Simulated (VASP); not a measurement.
Set up this calculation in VASP 6.6.1, as the native input.

```yaml
Task: Born charges and dielectric tensor
Functional: PBE
Potentials_or_basis: VASP PAW PBE potentials, release 64 (Cd, Te)
Cutoff: 600 eV
k_mesh: 10 × 10 × 10
Occupations: gaussian, width 0.02 eV
Spin: no spin polarisation
Further_INCAR_settings: ALGO = Fast; EDIFF = 1e-08; IBRION = 8; NSW = 1
```

The structure of CdTe lies in POSCAR:

```
CdTe
1.0
    0.0000000000      3.3114000000      3.3114000000
    3.3114000000      0.0000000000      3.3114000000
    3.3114000000      3.3114000000      0.0000000000
Cd Te
1 1
Direct
    0.0000000000      0.0000000000      0.0000000000
    0.7500000000      0.7500000000      0.7500000000
```

The cell is a database's computed one.

These files were run (other wordings do the same):

INCAR

```
PREC     = Accurate       # precision mode
ENCUT    = 600            # plane-wave cutoff, eV
EDIFF    = 1E-8           # SCF threshold, eV
ISMEAR   = 0              # smearing method
SIGMA    = 0.02           # smearing width, eV
LREAL    = F              # projectors in reciprocal space
LASPH    = T              # aspherical terms in the spheres
NELM     = 60             # most SCF steps
ALGO     = Fast           # electronic algorithm
ISIF     = 2              # what is computed and relaxed
LWAVE    = F              # write WAVECAR
LCHARG   = F              # write CHGCAR
GGA      = PE             # functional
LEPSILON = T              # dielectric tensor by DFPT
IBRION   = 8              # ionic algorithm
NSW      = 1              # ionic steps
```

KPOINTS

```
Automatic mesh
0
Gamma
  10 10 10
```

Potentials or basis: VASP PAW PBE potentials, release 64 (Cd, Te).

The run is started by

```console
$ cat potpaw_PBE.64/Cd/POTCAR potpaw_PBE.64/Te/POTCAR > POTCAR
$ mpirun -np 1 vasp_std > vasp.out
```

Results of the run:

```json
{"Band gap on the k mesh": "0.58 eV, direct", "Electronic dielectric tensor (diagonal)": "10.74", "Born charges (mean of the diagonal)": "Cd +2.34; Te -2.34 e", "Highest phonon frequency at Γ, LO-TO splitting left out": "131 cm⁻¹"}
```

Caveat: the gap is small at this level, which inflates the dielectric constant; spin-orbit coupling is left out, which moves the levels of the heavy elements.

Wall time 21 min on 1 thread of Intel(R) Xeon(R) Platinum 8488C (Sapphire Rapids) (shared host), peak memory 0.69 GiB.
